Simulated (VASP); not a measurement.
# EuAl4Si2Rh: magnetic moments, functional by functional, part 2 of 2

Aim: the magnetic moments of EuAl4Si2Rh at several levels of theory. The starting structure is a measured crystal structure from the Crystallography Open Database. The reference starts from ferromagnetic moments.

VASP 6.6.1.

Results so far: PBEsol 6.52 μB on Eu; LDA 6.53 μB on Eu.

**4. Run with PBE**

Level of this step: PBE, spin-polarised from a ferromagnetic start; plane waves and PAW (Eu, Rh_pv, Si, Al) (VASP).

PBE, the usual starting point, adds the gradient of the density.

Contents of INCAR:

```
SYSTEM = EuAl4Si2Rh
PREC = Accurate
ENCUT = 420
EDIFF = 1E-07
NELM = 200
ISMEAR = 1
SIGMA = 0.15
LREAL = .FALSE.
ALGO = Normal
GGA = PE
NBANDS = 44
ISPIN = 2
MAGMOM = 8.4 0.72 0 0 0 0 0 0
LASPH = .TRUE.
LMAXMIX = 6
AMIX = 0.2
BMIX = 1E-04
AMIX_MAG = 0.8
BMIX_MAG = 1E-04
LORBIT = 11
LWAVE = .FALSE.
LCHARG = .FALSE.
KPAR = 8
```

Contents of POSCAR:

```
EuAl4Si2Rh
1.0
    4.1760000000      0.0000000000      0.0000000000
    0.0000000000      4.1760000000      0.0000000000
    0.0000000000      0.0000000000      8.2890000000
Eu Rh Si Al
1 1 2 4
Direct
    0.0000000000      0.0000000000      0.5000000000
    0.0000000000      0.0000000000      0.0000000000
    0.5000000000      0.5000000000      0.6426000000
    0.5000000000      0.5000000000      0.3574000000
    0.5000000000      0.0000000000      0.8320000000
    0.0000000000      0.5000000000      0.8320000000
    0.5000000000      0.0000000000      0.1680000000
    0.0000000000      0.5000000000      0.1680000000
```

Contents of KPOINTS:

```
Automatic mesh
0
Gamma
8 8 4
0 0 0
```

Potentials, in the order of the species: Eu, Rh_pv, Si and Al (PBE family, release 64).

Command:

```bash
$ mpirun -np 8 vasp_std
```

The program printed:

```text
[banner, memory and clock lines left out]
running    8 mpi-ranks, on    1 nodes
[...]
[... a notice as in an earlier step ...]

 LDA part: xc-table for (Slater+PW92), standard interpolation
 POSCAR, INCAR and KPOINTS ok, starting setup
[...]
entering main loop
       N       E                     dE             d eps       ncg     rms          rms(c)
DAV:   1     0.274502458652E+03    0.27450E+03   -0.19278E+04 12788   0.272E+03
DAV:   2    -0.136145774709E+02   -0.28812E+03   -0.26327E+03 12320   0.448E+02
DAV:   3    -0.432461232617E+02   -0.29632E+02   -0.28798E+02 12388   0.890E+01
DAV:   4    -0.467956759246E+02   -0.35496E+01   -0.35247E+01 15664   0.206E+01
[...]
DAV:  18    -0.492252545773E+02    0.24323E-05   -0.10855E-05 13360   0.335E-02    0.106E-02
DAV:  19    -0.492252543337E+02    0.24359E-06   -0.17288E-06 12484   0.978E-03    0.987E-03
DAV:  20    -0.492252542672E+02    0.66507E-07   -0.48866E-07 11448   0.365E-03
   1 F= -.49225254E+02 E0= -.49225214E+02  d E =-.121527E-03  mag=     6.8804
```

Run time: 1.8 min. Hardware: 8 MPI ranks of Intel Xeon Platinum 8259CL at 2.50GHz (Skylake/Cascade Lake), shared host; peak memory 4.2 GiB.

OUTCAR, selected parts (step 4):

```text
  Total        0.1243068      0.1243068     -0.5021754      0.0000000      0.0000000     -0.0000000
  in kB        1.3777882      1.3777882     -5.5659958      0.0000000      0.0000000     -0.0000000
  external PRESSURE =      -0.9368065 kB  Pullay stress =       0.0000000 kB

 POSITION                                       TOTAL-FORCE (eV/Angst)
 -----------------------------------------------------------------------------------
      0.00000      0.00000      4.14450         0.000000     -0.000000      0.000000
      0.00000      0.00000      0.00000         0.000000     -0.000000      0.000000
      2.08800      2.08800      5.32651        -0.000000      0.000000     -0.109729
      2.08800      2.08800      2.96249         0.000000      0.000000      0.109729
      2.08800      0.00000      6.89645         0.000000     -0.000000     -0.072588
      0.00000      2.08800      6.89645         0.000000     -0.000000     -0.072588
      2.08800      0.00000      1.39255        -0.000000     -0.000000      0.072588
      0.00000      2.08800      1.39255         0.000000     -0.000000      0.072588
 -----------------------------------------------------------------------------------
    total drift:                               -0.000000     -0.000000      0.000000

  FREE ENERGIE OF THE ION-ELECTRON SYSTEM (eV)
  ---------------------------------------------------
  free  energy   TOTEN  =       -49.2252542672 eV

  energy  without entropy=      -49.2251327406  energy(sigma->0) =      -49.22521376

 magnetization (x)
# of ion       s       p       d       f       tot
--------------------------------------------------
    1       -0.013  -0.109   0.089   6.544   6.511
    2       -0.002  -0.006   0.004   0.000  -0.004
    3       -0.004  -0.011   0.000   0.000  -0.015
    4       -0.004  -0.011   0.000   0.000  -0.015
    5       -0.001  -0.001   0.000   0.000  -0.002
    6       -0.001  -0.001   0.000   0.000  -0.002
    7       -0.001  -0.001   0.000   0.000  -0.002
    8       -0.001  -0.001   0.000   0.000  -0.002
--------------------------------------------------
tot         -0.029  -0.140   0.094   6.544   6.469

[... 2 parts as in an earlier step ...]

[... 1 further part left out ...]
[key lines of the parts left out:]
E-fermi :   7.3346
```

PBE: the moments inside the Eu spheres have a mean size of 6.51 μB, and the cell carries 6.88 μB, with no gap.

**5. Run with r2SCAN**

r2SCAN adds the kinetic-energy density, costs more than a GGA and is run with LASPH.

INCAR: that of step 4 with these lines changed.

```diff
@@ -9,3 +9,4 @@
 ALGO = Normal
-GGA = PE
+METAGGA = R2SCAN
+LASPH = .TRUE.
 NBANDS = 44
@@ -13,3 +14,2 @@
 MAGMOM = 8.4 0.72 0 0 0 0 0 0
-LASPH = .TRUE.
 LMAXMIX = 6
```

POSCAR is that of step 4.

KPOINTS is that of step 4.

Command:

```bash
$ mpirun -np 8 vasp_std
```

The program printed:

```text
[banner, memory and clock lines left out]
running    8 mpi-ranks, on    1 nodes
[...]
[... a notice as in an earlier step ...]

 [... a notice as in an earlier step ...]

 LDA part: xc-table for (None), standard interpolation
 POSCAR, INCAR and KPOINTS ok, starting setup
[...]
entering main loop
       N       E                     dE             d eps       ncg     rms          rms(c)
DAV:   1     0.216108429672E+03    0.21611E+03   -0.19949E+04 12724   0.276E+03
DAV:   2    -0.850078307904E+02   -0.30112E+03   -0.27689E+03 12264   0.454E+02
DAV:   3    -0.115625946039E+03   -0.30618E+02   -0.29678E+02 12640   0.939E+01
DAV:   4    -0.119956537646E+03   -0.43306E+01   -0.42680E+01 15712   0.224E+01
[...]
DAV:  21    -0.113405412219E+03    0.48647E-06   -0.42672E-07 11260   0.544E-03    0.360E-03
DAV:  22    -0.113405412090E+03    0.12880E-06   -0.33333E-08  5104   0.227E-03    0.166E-03
DAV:  23    -0.113405412039E+03    0.51477E-07   -0.32495E-08  5600   0.236E-03
   1 F= -.11340541E+03 E0= -.11340560E+03  d E =0.571930E-03  mag=     6.9304
```

Run time: 4.9 min. Hardware: 8 MPI ranks; peak memory 4.2 GiB; 39 min of CPU time.

Parts of OUTCAR (step 5):

```text
  Total       -1.1175282     -1.1175282     -1.8443453      0.0000000      0.0000000      0.0000000
  in kB      -12.3864248    -12.3864248    -20.4422973      0.0000000      0.0000000      0.0000000
  external PRESSURE =     -15.0717156 kB  Pullay stress =       0.0000000 kB

 POSITION                                       TOTAL-FORCE (eV/Angst)
 -----------------------------------------------------------------------------------
      0.00000      0.00000      4.14450         0.000000      0.000000     -0.000000
      0.00000      0.00000      0.00000         0.000000      0.000000     -0.000000
      2.08800      2.08800      5.32651         0.000000      0.000000     -0.074762
      2.08800      2.08800      2.96249        -0.000000     -0.000000      0.074762
      2.08800      0.00000      6.89645        -0.000000      0.000000      0.057976
      0.00000      2.08800      6.89645        -0.000000     -0.000000      0.057976
      2.08800      0.00000      1.39255         0.000000     -0.000000     -0.057976
      0.00000      2.08800      1.39255         0.000000      0.000000     -0.057976
 -----------------------------------------------------------------------------------
    total drift:                               -0.000000     -0.000000      0.000000

  FREE ENERGIE OF THE ION-ELECTRON SYSTEM (eV)
  ---------------------------------------------------
  free  energy   TOTEN  =      -113.4054120386 eV

  energy  without entropy=     -113.4059839687  energy(sigma->0) =     -113.40560268

 magnetization (x)
# of ion       s       p       d       f       tot
--------------------------------------------------
    1       -0.024  -0.185   0.092   6.594   6.477
    2       -0.003  -0.008   0.006   0.000  -0.006
    3       -0.006  -0.015   0.000   0.000  -0.022
    4       -0.006  -0.015   0.000   0.000  -0.022
    5       -0.001  -0.002   0.000   0.000  -0.003
    6       -0.001  -0.002   0.000   0.000  -0.003
    7       -0.001  -0.002   0.000   0.000  -0.003
    8       -0.001  -0.002   0.000   0.000  -0.003
--------------------------------------------------
tot         -0.046  -0.231   0.098   6.594   6.415

[... 2 parts as in an earlier step ...]

[... 1 further part left out ...]
[key lines of the parts left out:]
E-fermi :   7.3308
```

r2SCAN: the moments inside the Eu spheres have a mean size of 6.48 μB, and the cell carries 6.93 μB, with no gap.

**6. Run with PBEsol + spin-orbit coupling**

Spin-orbit coupling is switched on in this step. This run uses a 6×6×4 mesh.

INCAR: that of step 5 with these lines changed.

```diff
@@ -9,7 +9,11 @@
 ALGO = Normal
-METAGGA = R2SCAN
+GGA = PS
+LNONCOLLINEAR = .TRUE.
+MAGMOM = 0 0 8.4 0 0 0.72 0 0 0 0 0 0 0 0 0 0 0 0 0 0 0 0 0 0
+NBANDS = 68
+GGA_COMPAT = .FALSE.
 LASPH = .TRUE.
-NBANDS = 44
-ISPIN = 2
-MAGMOM = 8.4 0.72 0 0 0 0 0 0
+LSORBIT = .TRUE.
+LORBMOM = .TRUE.
+ISYM = -1
 LMAXMIX = 6
```

POSCAR is that of step 5.

Contents of KPOINTS:

```
Automatic mesh
0
Gamma
6 6 4
0 0 0
```

Command:

```bash
$ mpirun -np 8 vasp_ncl
```

The program printed:

```text
[banner, memory and clock lines left out]
running    8 mpi-ranks, on    1 nodes
[...]
[... a notice as in an earlier step ...]

 [... a notice as in an earlier step ...]

 LDA part: xc-table for (Slater+PW92), standard interpolation
 POSCAR, INCAR and KPOINTS ok, starting setup
[...]
entering main loop
       N       E                     dE             d eps       ncg     rms          rms(c)
DAV:   1     0.413693877586E+03    0.41369E+03   -0.18366E+04 29936   0.359E+03
DAV:   2     0.469376860017E+02   -0.36676E+03   -0.34067E+03 30148   0.680E+02
DAV:   3    -0.403697597822E+02   -0.87307E+02   -0.82101E+02 30880   0.204E+02
DAV:   4    -0.498018505845E+02   -0.94321E+01   -0.91803E+01 34264   0.691E+01
[...]
DAV:  30    -0.532785011408E+02    0.20743E-07   -0.15228E-06 22224   0.868E-03    0.422E-02
DAV:  31    -0.532785010178E+02    0.12294E-06   -0.13305E-06 26592   0.882E-03    0.406E-02
DAV:  32    -0.532785010287E+02   -0.10840E-07   -0.51637E-07 24960   0.613E-03
   1 F= -.53278501E+02 E0= -.53282673E+02  d E =0.125165E-01  mag=    -0.0030    -0.0009     6.7943
```

Wall time 13 min (8 MPI ranks); peak memory 12 GiB.

Parts of OUTCAR (step 6):

```text
  Total       -2.0819323     -2.0818732     -3.3304253      0.0000231      0.0000417     -0.0000260
  in kB      -23.0756564    -23.0750017    -36.9136646      0.0002556      0.0004618     -0.0002884
  external PRESSURE =     -27.6881075 kB  Pullay stress =       0.0000000 kB

 POSITION                                       TOTAL-FORCE (eV/Angst)
 -----------------------------------------------------------------------------------
      0.00000      0.00000      4.14450         0.000007      0.000005      0.000005
      0.00000      0.00000      0.00000        -0.000001     -0.000001     -0.000001
      2.08800      2.08800      5.32651        -0.000001     -0.000002     -0.179687
      2.08800      2.08800      2.96249        -0.000001      0.000001      0.179686
      2.08800      0.00000      6.89645        -0.000001     -0.000000      0.000032
      0.00000      2.08800      6.89645        -0.000001     -0.000001      0.000032
      2.08800      0.00000      1.39255        -0.000001     -0.000002     -0.000033
      0.00000      2.08800      1.39255        -0.000002     -0.000000     -0.000034
 -----------------------------------------------------------------------------------
    total drift:                                0.000008      0.000004      0.000006

  FREE ENERGIE OF THE ION-ELECTRON SYSTEM (eV)
  ---------------------------------------------------
  free  energy   TOTEN  =       -53.2785010287 eV

  energy  without entropy=      -53.2910175641  energy(sigma->0) =      -53.28267321

 magnetization (x)
# of ion       s       p       d       f       tot
--------------------------------------------------
    1        0.000   0.000  -0.000  -0.003  -0.003
    2        0.000   0.000   0.000   0.000   0.000
    3       -0.000  -0.000   0.000   0.000  -0.000
    4        0.000   0.000   0.000   0.000   0.000
    5        0.000   0.000   0.000   0.000   0.000
    6        0.000   0.000   0.000   0.000   0.000
    7        0.000   0.000   0.000   0.000   0.000
    8        0.000  -0.000   0.000   0.000  -0.000
--------------------------------------------------
tot          0.000   0.000  -0.000  -0.003  -0.003

 magnetization (y)
# of ion       s       p       d       f       tot
--------------------------------------------------
    1        0.000   0.000  -0.000  -0.001  -0.001
    2        0.000   0.000  -0.000   0.000  -0.000
    3        0.000  -0.000   0.000   0.000  -0.000
    4        0.000   0.000   0.000   0.000   0.000
    5        0.000   0.000   0.000   0.000   0.000
    6        0.000   0.000   0.000   0.000   0.000
    7       -0.000  -0.000   0.000   0.000  -0.000
    8       -0.000  -0.000   0.000   0.000  -0.000
--------------------------------------------------
tot          0.000   0.000  -0.000  -0.001  -0.001

 magnetization (z)
# of ion       s       p       d       f       tot
--------------------------------------------------
    1       -0.011  -0.091   0.087   6.485   6.470
    2       -0.003  -0.005   0.002   0.000  -0.006
    3       -0.005  -0.011   0.000   0.000  -0.015
    4       -0.005  -0.011   0.000   0.000  -0.015
    5       -0.002  -0.001   0.000   0.000  -0.003
    6       -0.002  -0.001   0.000   0.000  -0.003
    7       -0.002  -0.001   0.000   0.000  -0.003
    8       -0.002  -0.001   0.000   0.000  -0.003
--------------------------------------------------
tot         -0.029  -0.121   0.089   6.485   6.423

[... 1 part as in an earlier step ...]

[... 2 further parts left out ...]
[key lines of the parts left out:]
E-fermi :   7.1934
```

PBEsol + spin-orbit coupling: the moments inside the Eu spheres have a mean size of 6.47 μB, and the cell carries 6.79 μB, with no gap.

**7. Run with PBEsol from a ferrimagnetic start**

Contents of INCAR:

```
SYSTEM = EuAl4Si2Rh
PREC = Accurate
ENCUT = 420
EDIFF = 1E-07
NELM = 200
ISMEAR = 1
SIGMA = 0.15
LREAL = .FALSE.
ALGO = Normal
GGA = PS
NBANDS = 43
ISPIN = 2
MAGMOM = 8.4 -0.72 0 0 0 0 0 0
LASPH = .TRUE.
LMAXMIX = 6
AMIX = 0.2
BMIX = 1E-04
AMIX_MAG = 0.8
BMIX_MAG = 1E-04
LORBIT = 11
LWAVE = .FALSE.
LCHARG = .FALSE.
KPAR = 8
```

POSCAR is that of step 6.

Contents of KPOINTS:

```
Automatic mesh
0
Gamma
8 8 4
0 0 0
```

Command:

```bash
$ mpirun -np 8 vasp_std
```

The program printed:

```text
[... set-up lines as in an earlier step ...]
 entering main loop
       N       E                     dE             d eps       ncg     rms          rms(c)
DAV:   1     0.269330976058E+03    0.26933E+03   -0.19364E+04 12376   0.277E+03
DAV:   2    -0.148892392575E+02   -0.28422E+03   -0.25806E+03 11733   0.434E+02
DAV:   3    -0.465445527124E+02   -0.31655E+02   -0.30676E+02 11688   0.965E+01
DAV:   4    -0.503705479586E+02   -0.38260E+01   -0.37988E+01 15293   0.234E+01
[...]
DAV:  18    -0.525665819769E+02   -0.67659E-06   -0.65445E-06 13696   0.271E-02    0.306E-02
DAV:  19    -0.525665789481E+02    0.30287E-05   -0.56307E-06 12223   0.353E-02    0.111E-02
DAV:  20    -0.525665789641E+02   -0.15949E-07   -0.47923E-07 11074   0.251E-03
   1 F= -.52566579E+02 E0= -.52566530E+02  d E =-.147248E-03  mag=     6.8741
```

Run time: 99 s. Hardware: 8 MPI ranks; peak memory 4.1 GiB; 13 min of CPU time.

From OUTCAR (step 7):

```text
  Total       -2.3097048     -2.3097048     -2.8841323      0.0000000     -0.0000000      0.0000000
  in kB      -25.6002339    -25.6002339    -31.9670565      0.0000000     -0.0000000      0.0000000
  external PRESSURE =     -27.7225081 kB  Pullay stress =       0.0000000 kB

 POSITION                                       TOTAL-FORCE (eV/Angst)
 -----------------------------------------------------------------------------------
      0.00000      0.00000      4.14450         0.000000     -0.000000      0.000000
      0.00000      0.00000      0.00000         0.000000     -0.000000      0.000000
      2.08800      2.08800      5.32651         0.000000      0.000000     -0.163733
      2.08800      2.08800      2.96249        -0.000000     -0.000000      0.163733
      2.08800      0.00000      6.89645         0.000000     -0.000000      0.002514
      0.00000      2.08800      6.89645         0.000000      0.000000      0.002514
      2.08800      0.00000      1.39255         0.000000     -0.000000     -0.002514
      0.00000      2.08800      1.39255        -0.000000      0.000000     -0.002514
 -----------------------------------------------------------------------------------
    total drift:                               -0.000000     -0.000000      0.000000

  FREE ENERGIE OF THE ION-ELECTRON SYSTEM (eV)
  ---------------------------------------------------
  free  energy   TOTEN  =       -52.5665789641 eV

  energy  without entropy=      -52.5664317161  energy(sigma->0) =      -52.56652988

 magnetization (x)
# of ion       s       p       d       f       tot
--------------------------------------------------
    1       -0.011  -0.097   0.088   6.534   6.515
    2       -0.002  -0.006   0.004   0.000  -0.004
    3       -0.004  -0.010   0.000   0.000  -0.014
    4       -0.004  -0.010   0.000   0.000  -0.014
    5       -0.001  -0.001   0.000   0.000  -0.002
    6       -0.001  -0.001   0.000   0.000  -0.002
    7       -0.001  -0.001   0.000   0.000  -0.002
    8       -0.001  -0.001   0.000   0.000  -0.002
--------------------------------------------------
tot         -0.026  -0.125   0.092   6.534   6.476

[... 1 part as in an earlier step ...]

[... 2 further parts left out ...]
[key lines of the parts left out:]
E-fermi :   7.2389
```

PBEsol from a ferrimagnetic start: the moments inside the Eu spheres have a mean size of 6.51 μB, and the cell carries 6.87 μB, with no gap. Against the ferromagnetic start the energy is +0.0 meV an atom.

**8. Comparison**

| run | mean size of the moment on Eu (μB) | cell (μB) | gap on the mesh (eV) | core minutes |
| --- | --- | --- | --- | --- |
| PBEsol | 6.52 | 6.87 | none | 14.5 |
| LDA | 6.53 | 6.86 | none | 13.2 |
| PBE | 6.51 | 6.88 | none | 14.1 |
| r2SCAN | 6.48 | 6.93 | none | 38.9 |
| PBEsol + spin-orbit coupling | 6.47 | 6.79 | none | 107.0 |
| PBEsol from a ferrimagnetic start | 6.51 | 6.87 | none | 13.2 |

Core minutes are wall time times ranks of the run shown, on a shared host.

**9. What came out**

```
mean size of the moment on Eu, PBEsol                            : 6.52 μB
mean size of the moment on Eu, LDA                               : 6.53 μB
mean size of the moment on Eu, PBE                               : 6.51 μB
mean size of the moment on Eu, r2SCAN                            : 6.48 μB
mean size of the moment on Eu, PBEsol + spin-orbit coupling      : 6.47 μB
mean size of the moment on Eu, PBEsol from a ferrimagnetic start : 6.51 μB
```

**Reading.** From the same magnetic start, the Eu moment of EuAl4Si2Rh lies between 6.47 μB (PBEsol + spin-orbit coupling) and 6.53 μB (LDA). With PBEsol both magnetic starts reached the same state. Not all runs use one mesh, which bears on small differences. Orbital moments aren't included. Experiment finds antiferromagnetic order in this phase at low temperature (arxiv:1411.0379), which need not be an order tried here. Moments are counted inside the PAW spheres, so the part between the atoms is missing from them. The magnetic order was set by hand and not searched for; longer or canted orders weren't tried. Further runs on this material are not shown.

[Lines on the potential files, build, host, timing and source positions are cut from VASP's logs without a mark.]

[Logs are printed without paths, hosts, clocks, repeated set-up lines and the standing remarks that a program may print on its own settings, such as how far it seeks lower states.]

[Hosts, paths, dates, database ids (printed as entryN), source tags and the programs' standing remarks are cut or masked in the printed files.]
